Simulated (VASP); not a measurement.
The system is Ir.

```
CELL_PARAMETERS angstrom
0.00000 1.91560 1.91560
1.91560 0.00000 1.91560
1.91560 1.91560 0.00000
ATOMIC_POSITIONS crystal
Ir 0.00000 0.00000 0.00000
```

- Program: VASP 6.6.1
- Task: relaxation of cell and atoms
- Functional: PBE
- Potentials or basis: VASP PAW PBE potentials, release 64 (Ir)
- Cutoff: 600 eV
- k mesh: 16 × 16 × 16
- Occupations: methfessel-paxton, width 0.1 eV
- Spin: no spin polarisation

At the start: pressure 12.5 GPa; volume 14.06 Å³/atom.

Where does the relaxation end?

Over 4 steps the energy falls by 17.8 meV/atom and the volume is 14.53 Å³/atom (+3.4 %); space group Fm-3m (No. 225, to 0.05 Å).

The path:
```
step  energy change (eV)  largest force (eV/Å)  pressure (GPa)  volume (Å³)
   1              0.0000                0.0000           12.55        14.06
   2              0.1900                0.0000          -31.03        16.42
   3             -0.0178                0.0000           -0.63        14.56
   4             -0.0178                0.0000           -0.07        14.53
```

Final structure:
```cif
data_structure
_symmetry_space_group_name_H-M 'P 1'
_symmetry_Int_Tables_number 1
_cell_length_a 2.7392
_cell_length_b 2.7392
_cell_length_c 2.7392
_cell_angle_alpha 60.000
_cell_angle_beta 60.000
_cell_angle_gamma 60.000
_cell_volume 14.53
loop_
_atom_site_label
_atom_site_type_symbol
_atom_site_fract_x
_atom_site_fract_y
_atom_site_fract_z
_atom_site_occupancy
Ir1 Ir 0.00000 0.00000 0.00000 1
```
